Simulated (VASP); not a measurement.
```yaml
crystal:
  lattice:
    - [-1.64879, 1.64879, 1.64879]
    - [1.64879, -1.64879, 1.64879]
    - [1.64879, 1.64879, -1.64879]
  atoms:
    - { symbol: Nb, position: [0.00000, 0.00000, 0.00000] }
```

Calculation: PBE GGA with D3 dispersion (zero damping), VASP's PBE PAW potentials (set 64) (plane waves; VASP 6.6.1). Numerical set-up: 520 eV cut-off, 16×16×16 Γ-centred mesh, first-order Methfessel-Paxton smearing of 0.10 eV, potentials Nb_sv.

Predict the energy per atom (σ→0), pressure, band gap (on the k-mesh) with the smallest direct gap where there is one.

```yaml
band gap (on the k-mesh): none (metal, semimetal or under 0.01 eV)
energy per atom (σ→0): -10.769 eV/atom
pressure: -5.38 GPa
```

Total energies compare only between runs with the same potentials, cut-off and functional.

The compound is Nb in the bcc structure. This cell is one point of a volume scan, at 1.03 of the reference volume.
